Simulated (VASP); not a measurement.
# TaF3 (Pm-3m) in VASP: a series of runs

Runs on TaF3. Level: PBE+U. Tasks: single point.

Everything below comes from runs of VASP 6.6.1. Logs are shortened: lines on timing, memory, paths and dates and some standing lists are left out, and cuts for length are marked.

## 1. The crystal as given

The structure is cubic, space group Pm-3m (No. 221). The conventional cell has a = 3.901 Å, b = 3.901 Å, c = 3.901 Å, α = 90.00°, β = 90.00°, γ = 90.00°. Ta (site symmetry m-3m) is surrounded by 6 F at 1.95 Å. F (site symmetry 4/mmm) has 2 Ta at 1.95 Å as nearest neighbours. F (site symmetry 4/mmm) is surrounded by 2 Ta at 1.95 Å.

## 2. Single point, PBE+U, collinear spin, typed start

The input, INCAR:

```
PREC = Accurate
ENCUT = 520
EDIFF = 1E-7
ISMEAR = 0
SIGMA = 0.05
LREAL = F
LASPH = T
NELM = 150
ALGO = Normal
ISIF = 2
LWAVE = F
LCHARG = F
ISPIN = 2
MAGMOM = 2 -2 0 0 0 0 0 0
LORBIT = 11
LMAXMIX = 4
LDAU = T
LDAUTYPE = 2
LDAUL = 2 -1
LDAUU = 4 0
LDAUJ = 0 0
LDAUPRINT = 1
GGA = PE
NBANDS = 46
```

The input, KPOINTS:

```
Automatic mesh
0
Gamma
  5 5 3
```

The input, POSCAR:

```
TaF3
1.0
    3.9012005900      0.0000000000      0.0000000000
    0.0000000000      3.9012005900      0.0000000000
    0.0000000000      0.0000000000      7.8024011800
Ta F
2 6
Direct
    0.0000000000      0.0000000000      0.0000000000
    0.0000000000      0.0000000000      0.5000000000
    0.5000000000      0.0000000000      0.0000000000
    0.0000000000      0.5000000000      0.0000000000
    0.0000000000      0.0000000000      0.2500000000
    0.5000000000      0.0000000000      0.5000000000
    0.0000000000      0.5000000000      0.5000000000
    0.0000000000      0.0000000000      0.7500000000
```

Potentials or basis: VASP PAW PBE potentials, release 64 (Ta_pv, F).

The run is started by

```bash
cat potpaw_PBE.64/Ta_pv/POTCAR potpaw_PBE.64/F/POTCAR > POTCAR
mpirun -np 1 vasp_std > vasp.out
```

OUTCAR:

```text
PREC = Accurate
   ENCUT = 520
   EDIFF = 1E-7
   ISMEAR = 0
   LREAL = F
   LASPH = T
   NELM = 150
   ISIF = 2
   ISPIN = 2
   LORBIT = 11
   GGA = PE

 ion  position               nearest neighbor table
   1  0.000  0.000  0.000-   3 1.95   4 1.95   5 1.95   8 1.95   4 1.95   3 1.95
   2  0.000  0.000  0.500-   5 1.95   6 1.95   7 1.95   8 1.95   7 1.95   6 1.95
   3  0.500  0.000  0.000-   1 1.95   1 1.95
   4  0.000  0.500  0.000-   1 1.95   1 1.95
   5  0.000  0.000  0.250-   1 1.95   2 1.95
   6  0.500  0.000  0.500-   2 1.95   2 1.95
   7  0.000  0.500  0.500-   2 1.95   2 1.95
   8  0.000  0.000  0.750-   1 1.95   2 1.95

  LATTYP: Found a simple tetragonal cell.
 ALAT       =     3.9012005900
 C/A-ratio  =     2.0000000000

  Lattice vectors:

 A1 = (   3.9012005900,   0.0000000000,   0.0000000000)
 A2 = (   0.0000000000,   3.9012005900,   0.0000000000)
 A3 = (   0.0000000000,   0.0000000000,   7.8024011800)

Analysis of symmetry for initial positions (statically):
=====================================================================
 Subroutine PRICEL returns following result:

  LATTYP: Found a simple cubic cell.
 ALAT       =     3.9012005900
[... 12 lines left out ...]
 Subroutine GETGRP returns: Found 16 space group operations
 (whereof 16 operations were pure point group operations)
 out of a pool of 16 trial point group operations.

The static configuration has the point symmetry D_4h.

Analysis of symmetry for dynamics (positions and initial velocities):
=====================================================================
 Subroutine PRICEL returns following result:

  LATTYP: Found a simple cubic cell.
 ALAT       =     3.9012005900
[... 12 lines left out ...]
 Subroutine GETGRP returns: Found 16 space group operations
 (whereof 16 operations were pure point group operations)
 out of a pool of 16 trial point group operations.

The dynamic configuration has the point symmetry D_4h.

Analysis of structural, dynamic, and magnetic symmetry:
=====================================================================
 Subroutine PRICEL returns following result:

  LATTYP: Found a simple cubic cell.
 ALAT       =     3.9012005900
[... 12 lines left out ...]
 Subroutine GETGRP returns: Found 16 space group operations
 (whereof 16 operations were pure point group operations)
 out of a pool of 16 trial point group operations.

The overall configuration has the point symmetry D_4h.

 Subroutine INISYM returns: Found 16 space group operations
 (whereof 16 operations are pure point group operations),
 and found     2 'primitive' translations

----------------------------------------------------------------------------------------

                                     Primitive cell

  volume of cell :      59.3738

  direct lattice vectors                    reciprocal lattice vectors
     3.901200590  0.000000000  0.000000000     0.256331346  0.000000000  0.000000000
     0.000000000  3.901200590  0.000000000     0.000000000  0.256331346  0.000000000
     0.000000000  0.000000000  3.901200590     0.000000000  0.000000000  0.256331346

  length of vectors
     3.901200590  3.901200590  3.901200590     0.256331346  0.256331346  0.256331346

  position of ions in fractional coordinates (direct lattice)
     0.000000000  0.000000000  0.000000000
     0.500000000  0.000000000  0.000000000
     0.000000000  0.500000000  0.000000000
     0.000000000  0.000000000  0.500000000

  ion indices of the primitive-cell ions
   primitive index   ion index
                 1           1
                 2           3
                 3           4
                 4           5

----------------------------------------------------------------------------------------

[... 129 lines left out ...]
  o =  0.6058  v =  0.0000  0.2117 -0.0000 -0.9773 -0.0000  0.0000  0.0000  0.0000  0.0000  0.0000      0.0000  0.0000  0.0000  0.0000  0.0000  0.0000  0.0000  0.0000  0.0000  0.0000
  o =  0.6058  v =  0.0000 -0.9773  0.0000 -0.2117  0.0000  0.0000  0.0000  0.0000  0.0000  0.0000      0.0000  0.0000  0.0000  0.0000  0.0000  0.0000  0.0000  0.0000  0.0000  0.0000

atom =   2  type =  1  l = 2

 onsite density matrix

spin component  1

  0.0495  0.0000  0.0000  0.0000  0.0000
  0.0000  0.0660  0.0000  0.0000  0.0000
  0.0000  0.0000  0.1770  0.0000 -0.0000
  0.0000  0.0000  0.0000  0.0660  0.0000
  0.0000  0.0000 -0.0000  0.0000  0.1773

spin component  2

  0.4585 -0.0000  0.0000 -0.0000  0.0000
 -0.0000  0.6058  0.0000 -0.0000 -0.0000
  0.0000  0.0000  0.1878  0.0000 -0.0000
 -0.0000 -0.0000  0.0000  0.6058 -0.0000
  0.0000 -0.0000 -0.0000 -0.0000  0.1866

 occupancies and eigenvectors

  o =  0.0495  v =  1.0000  0.0000  0.0000  0.0000  0.0000  0.0000  0.0000  0.0000  0.0000  0.0000      0.0000  0.0000  0.0000  0.0000  0.0000  0.0000  0.0000  0.0000  0.0000  0.0000
  o =  0.0660  v =  0.0000  0.2331 -0.0000  0.9725  0.0000  0.0000  0.0000  0.0000  0.0000  0.0000      0.0000  0.0000  0.0000  0.0000  0.0000  0.0000  0.0000  0.0000  0.0000  0.0000
  o =  0.0660  v =  0.0000 -0.9725 -0.0000  0.2331  0.0000  0.0000  0.0000  0.0000  0.0000  0.0000      0.0000  0.0000  0.0000  0.0000  0.0000  0.0000  0.0000  0.0000  0.0000  0.0000
  o =  0.1770  v =  0.0000  0.0000 -1.0000 -0.0000 -0.0000  0.0000  0.0000  0.0000  0.0000  0.0000      0.0000  0.0000  0.0000  0.0000  0.0000  0.0000  0.0000  0.0000  0.0000  0.0000
  o =  0.1773  v =  0.0000  0.0000 -0.0000 -0.0000  1.0000  0.0000  0.0000  0.0000  0.0000  0.0000      0.0000  0.0000  0.0000  0.0000  0.0000  0.0000  0.0000  0.0000  0.0000  0.0000
  o =  0.1866  v =  0.0000  0.0000  0.0000  0.0000  0.0000  0.0000 -0.0000 -0.0000 -0.0000  1.0000      0.0000  0.0000  0.0000  0.0000  0.0000  0.0000  0.0000  0.0000  0.0000  0.0000
  o =  0.1878  v =  0.0000  0.0000  0.0000  0.0000  0.0000  0.0000 -0.0000 -1.0000 -0.0000 -0.0000      0.0000  0.0000  0.0000  0.0000  0.0000  0.0000  0.0000  0.0000  0.0000  0.0000
  o =  0.4585  v =  0.0000  0.0000  0.0000  0.0000  0.0000  1.0000  0.0000  0.0000  0.0000  0.0000      0.0000  0.0000  0.0000  0.0000  0.0000  0.0000  0.0000  0.0000  0.0000  0.0000
  o =  0.6058  v =  0.0000  0.0000  0.0000  0.0000  0.0000  0.0000 -0.9960 -0.0000 -0.0897 -0.0000      0.0000  0.0000  0.0000  0.0000  0.0000  0.0000  0.0000  0.0000  0.0000  0.0000
  o =  0.6058  v =  0.0000  0.0000  0.0000  0.0000  0.0000  0.0000 -0.0897 -0.0000  0.9960  0.0000      0.0000  0.0000  0.0000  0.0000  0.0000  0.0000  0.0000  0.0000  0.0000  0.0000

 number of electron      64.0000001 magnetization       0.0000000

 Free energy of the ion-electron system (eV)
  ---------------------------------------------------
  ext. energy  EPLUGINS =         0.00000000
  ---------------------------------------------------
  free energy    TOTEN  =       -45.74304047 eV

  energy without entropy =      -45.73174438  energy(sigma->0) =      -45.73739242

 E-fermi :   4.8450     XC(G=0):  -8.9884

 val. band max:        4.8441436916   @ k =   0.4000   0.4000   0.0000
 cond. band min:       4.8521817992   @ k =   0.4000   0.0000   0.3333
 fundamental gap:      0.0080381076
 Fermi energy:         4.8449836527

 spin component 1

 k-point     1 :       0.0000    0.0000    0.0000
  band No.  band energies     occupation
      1     -32.7425      1.00000
      2     -32.6861      1.00000
      3     -32.6861      1.00000
      4     -31.7020      1.00000
      5     -31.7020      1.00000
      6     -31.6546      1.00000
[... 553 lines left out ...]
     43      11.4691      0.00000
     44      12.0171      0.00000
 Fermi energy:         4.8449836527

 spin component 2

 k-point     1 :       0.0000    0.0000    0.0000
  band No.  band energies     occupation
      1     -32.7425      1.00000
      2     -32.6861      1.00000
      3     -32.6861      1.00000
      4     -31.7020      1.00000
      5     -31.7020      1.00000
      6     -31.6546      1.00000
[... 553 lines left out ...]
     43      11.4691      0.00000
     44      12.0171      0.00000
 [bands above 44 left out]

------------------------ aborting loop because EDIFF is reached ----------------------------------------

  FORCE on cell =-STRESS in cart. coord.  units (eV):
  Direction    XX          YY          ZZ          XY          YZ          ZX
  --------------------------------------------------------------------------------------
  -------------------------------------------------------------------------------------
  Total       25.9324815     25.9324815     28.5379896      0.0000000     -0.0000000     -0.0000000
  in kB      349.8886221    349.8886221    385.0428991      0.0000000     -0.0000000     -0.0000000
  external PRESSURE =     361.6067144 kB  Pullay stress =       0.0000000 kB

 VOLUME and BASIS-vectors are now :
 -----------------------------------------------------------------------------
  energy-cutoff  :      520.00
  volume of cell :      118.75
      direct lattice vectors                 reciprocal lattice vectors
     3.901200590  0.000000000  0.000000000     0.256331346  0.000000000  0.000000000
     0.000000000  3.901200590  0.000000000     0.000000000  0.256331346  0.000000000
     0.000000000  0.000000000  7.802401180     0.000000000  0.000000000  0.128165673

 POSITION                                       TOTAL-FORCE (eV/Angst)
 -----------------------------------------------------------------------------------
      0.00000      0.00000      0.00000        -0.000000     -0.000000      0.000000
      0.00000      0.00000      3.90120        -0.000000     -0.000000      0.000000
      1.95060      0.00000      0.00000         0.000000      0.000000     -0.000000
      0.00000      1.95060      0.00000         0.000000      0.000000     -0.000000
      0.00000      0.00000      1.95060        -0.000000     -0.000000      0.000000
      1.95060      0.00000      3.90120         0.000000      0.000000      0.000000
      0.00000      1.95060      3.90120         0.000000      0.000000      0.000000
      0.00000      0.00000      5.85180        -0.000000     -0.000000      0.000000
 -----------------------------------------------------------------------------------
    total drift:                               -0.000000      0.000000      0.000000

  FREE ENERGIE OF THE ION-ELECTRON SYSTEM (eV)
  ---------------------------------------------------
  free  energy   TOTEN  =       -45.7430404693 eV

  energy  without entropy=      -45.7317443774  energy(sigma->0) =      -45.73739242

 total charge

# of ion       s       p       d       tot
------------------------------------------
    1        0.259   6.254   2.529   9.042
    2        0.259   6.254   2.529   9.042
    3        1.740   4.447   0.000   6.187
    4        1.740   4.447   0.000   6.187
    5        1.739   4.452   0.000   6.191
    6        1.740   4.447   0.000   6.187
    7        1.740   4.447   0.000   6.187
    8        1.739   4.452   0.000   6.191
--------------------------------------------------
tot         10.953  39.200   5.058  55.211

 magnetization (x)

# of ion       s       p       d       tot
------------------------------------------
    1        0.011   0.009   1.493   1.514
    2       -0.011  -0.009  -1.493  -1.514
    3       -0.001   0.005   0.000   0.004
    4       -0.001   0.005   0.000   0.004
    5        0.000   0.000   0.000   0.000
    6        0.001  -0.005   0.000  -0.004
    7        0.001  -0.005   0.000  -0.004
    8        0.000   0.000   0.000   0.000
--------------------------------------------------
tot          0.000   0.000   0.000   0.000
```

Run time: 87 s. Hardware: 1 thread of AMD EPYC 9R45 (Zen 5), shared host; peak memory 0.27 GiB.

What came out:

| Item | Value |
| --- | --- |
| Free energy | -45.7430 eV |
| Pressure | 36.2 GPa |
| Band gap on the k mesh | none (metal or under the smearing width) |
| Net moment | 0.00 μB per cell |
| Site moments | Ta +1.51, -1.51; F +0.00, -0.00 μB |
| Valence electrons inside the program's atomic spheres | Ta 9.04; F 6.19 |

Stress tensor (GPa, compression positive):
```
34.99  0.00  0.00
 0.00 34.99  0.00
 0.00  0.00 38.50
```

Eigenvalues of the final occupation matrices:
```csv
site,spin,trace,eigenvalues
site 1 d,1,2.04,0.19 0.19 0.46 0.61 0.61
site 1 d,2,0.54,0.05 0.07 0.07 0.18 0.18
site 2 d,1,0.54,0.05 0.07 0.07 0.18 0.18
site 2 d,2,2.04,0.19 0.19 0.46 0.61 0.61
```

Caveat: a pressure of tens of GPa on the cell as given is suspect, and the run, the potentials or the cell itself is likely at fault. The state reached can hang on the start; a lower one may exist.

## 3. Single point, PBE+U, collinear spin, twin_end start

The input, INCAR:

```
PREC = Accurate ; ENCUT = 520
EDIFF = 1E-6 ; ISMEAR = 0
SIGMA = 0.05 ; LREAL = F
LASPH = T ; NELM = 150
ALGO = Normal ; ISIF = 2
LWAVE = F ; LCHARG = F
ISPIN = 2 ; MAGMOM = 0.82 -0.82 0.06 0.06 0 -0.06 -0.06 0
LORBIT = 11 ; LMAXMIX = 4
LDAU = T ; LDAUTYPE = 2
LDAUL = 2 -1 ; LDAUU = 4 0
LDAUJ = 0 0 ; LDAUPRINT = 1
GGA = PE ; NBANDS = 46
```

KPOINTS is that of step 2.

POSCAR is that of step 2.

Potentials or basis: VASP PAW PBE potentials, release 64 (Ta_pv, F).

The run is started by

```bash
cat potpaw_PBE.64/Ta_pv/POTCAR potpaw_PBE.64/F/POTCAR > POTCAR
mpirun -np 1 vasp_std > vasp.out
```

OUTCAR:

```text
PREC = Accurate
   ENCUT = 520
   EDIFF = 1E-6
   ISMEAR = 0
   LREAL = F
   LASPH = T
   NELM = 150
   ISIF = 2
   ISPIN = 2
   LORBIT = 11
   GGA = PE

 ion  position               nearest neighbor table
   1  0.000  0.000  0.000-   3 1.95   4 1.95   5 1.95   8 1.95   4 1.95   3 1.95
   2  0.000  0.000  0.500-   5 1.95   6 1.95   7 1.95   8 1.95   7 1.95   6 1.95
   3  0.500  0.000  0.000-   1 1.95   1 1.95
   4  0.000  0.500  0.000-   1 1.95   1 1.95
   5  0.000  0.000  0.250-   1 1.95   2 1.95
   6  0.500  0.000  0.500-   2 1.95   2 1.95
   7  0.000  0.500  0.500-   2 1.95   2 1.95
   8  0.000  0.000  0.750-   1 1.95   2 1.95

  LATTYP: Found a simple tetragonal cell.
 ALAT       =     3.9012005900
 C/A-ratio  =     2.0000000000

[... 1452 lines left out ...]
      0.00000      1.95060      0.00000         0.000000     -0.000000     -0.000000
      0.00000      0.00000      1.95060        -0.000000     -0.000000      0.000000
      1.95060      0.00000      3.90120        -0.000000      0.000000      0.000000
      0.00000      1.95060      3.90120         0.000000     -0.000000      0.000000
      0.00000      0.00000      5.85180        -0.000000     -0.000000      0.000000
 -----------------------------------------------------------------------------------
    total drift:                                0.000000      0.000000      0.000000

  FREE ENERGIE OF THE ION-ELECTRON SYSTEM (eV)
  ---------------------------------------------------
  free  energy   TOTEN  =       -45.8205594214 eV

  energy  without entropy=      -45.8148274045  energy(sigma->0) =      -45.81769341

 total charge

# of ion       s       p       d       tot
------------------------------------------
    1        0.258   6.254   2.532   9.044
    2        0.258   6.254   2.532   9.044
    3        1.739   4.446   0.000   6.185
    4        1.739   4.446   0.000   6.185
    5        1.739   4.452   0.000   6.192
    6        1.739   4.446   0.000   6.185
    7        1.739   4.446   0.000   6.185
    8        1.739   4.452   0.000   6.192
--------------------------------------------------
tot         10.952  39.197   5.064  55.213

 magnetization (x)

# of ion       s       p       d       tot
------------------------------------------
    1        0.011   0.009   1.499   1.519
    2       -0.011  -0.009  -1.499  -1.519
    3       -0.001   0.009   0.000   0.008
    4       -0.001   0.009   0.000   0.008
    5        0.000   0.000   0.000   0.000
    6        0.001  -0.009   0.000  -0.008
    7        0.001  -0.009   0.000  -0.008
    8        0.000   0.000   0.000   0.000
--------------------------------------------------
tot          0.000   0.000   0.000   0.000
```

OSZICAR:

```text
N       E                     dE             d eps       ncg     rms          rms(c)
DAV:   1     0.599754056621E+03    0.59975E+03   -0.35811E+04  2216   0.137E+03
DAV:   2    -0.747342513077E+01   -0.60723E+03   -0.58755E+03  2660   0.401E+02
DAV:   3    -0.490592688592E+02   -0.41586E+02   -0.41142E+02  2608   0.106E+02
DAV:   4    -0.495893336779E+02   -0.53006E+00   -0.52831E+00  2620   0.128E+01
DAV:   5    -0.495966858075E+02   -0.73521E-02   -0.73501E-02  2640   0.140E+00    0.449E+01
DAV:   6    -0.451747115953E+02    0.44220E+01   -0.18784E+01  2486   0.293E+01    0.222E+01
DAV:   7    -0.455237808958E+02   -0.34907E+00   -0.17196E+00  2450   0.655E+00    0.115E+01
DAV:   8    -0.457048945738E+02   -0.18111E+00   -0.38257E-01  2506   0.335E+00    0.220E+00
DAV:   9    -0.457885768776E+02   -0.83682E-01   -0.82522E-02  2332   0.162E+00    0.103E+00
DAV:  10    -0.458043586805E+02   -0.15782E-01   -0.13888E-02  2600   0.794E-01    0.619E-01
DAV:  11    -0.458186021433E+02   -0.14243E-01   -0.72980E-03  2298   0.613E-01    0.254E-01
DAV:  12    -0.458206086414E+02   -0.20065E-02   -0.27683E-03  2510   0.315E-01    0.159E-01
DAV:  13    -0.458205188429E+02    0.89798E-04   -0.18363E-04  2358   0.867E-02    0.817E-02
DAV:  14    -0.458205513821E+02   -0.32539E-04   -0.13093E-04  2328   0.630E-02    0.322E-02
DAV:  15    -0.458205573895E+02   -0.60074E-05   -0.14381E-05  2556   0.217E-02    0.124E-02
DAV:  16    -0.458205590301E+02   -0.16405E-05   -0.18348E-06  2044   0.925E-03    0.552E-03
DAV:  17    -0.458205594214E+02   -0.39128E-06   -0.12703E-06  1800   0.790E-03
   1 F= -.45820559E+02 E0= -.45817693E+02  d E =-.573202E-02  mag=     0.0000
```

stdout:

```text
POSCAR found type information on POSCAR TaF
 POSCAR found :  2 types and       8 ions
 scaLAPACK will be used
 LDA part: xc-table for (Slater+PW92), standard interpolation
 POSCAR, INCAR and KPOINTS ok, starting setup
 FFT: planning ... GRIDC
 FFT: planning ... GRID_SOFT
 FFT: planning ... GRID
 WAVECAR not read
 entering main loop
```

Wall time 86 s (1 thread of AMD EPYC 9R45 (Zen 5), shared host); peak memory 0.27 GiB.

Results:

* Free energy: -45.8206 eV
* Pressure: 36.1 GPa
* Band gap on the k mesh: none (metal or under the smearing width)
* Net moment: 0.00 μB per cell
* Site moments: Ta +1.52, -1.52; F +0.01, +0.00, -0.01 μB
* Valence electrons inside the program's atomic spheres: Ta 9.04; F 6.18, 6.19

Eigenvalues of the final occupation matrices:
| site | spin | trace | eigenvalues |
| --- | --- | --- | --- |
| site 1 d | 1 | 2.05 | 0.19 0.19 0.51 0.51 0.67 |
| site 1 d | 2 | 0.53 | 0.05 0.07 0.07 0.18 0.18 |
| site 2 d | 1 | 0.53 | 0.05 0.07 0.07 0.18 0.18 |
| site 2 d | 2 | 2.05 | 0.19 0.19 0.51 0.51 0.67 |

Caveat: a pressure of tens of GPa on the cell as given is suspect, and the run, the potentials or the cell itself is likely at fault. The state reached can hang on the start; a lower one may exist.
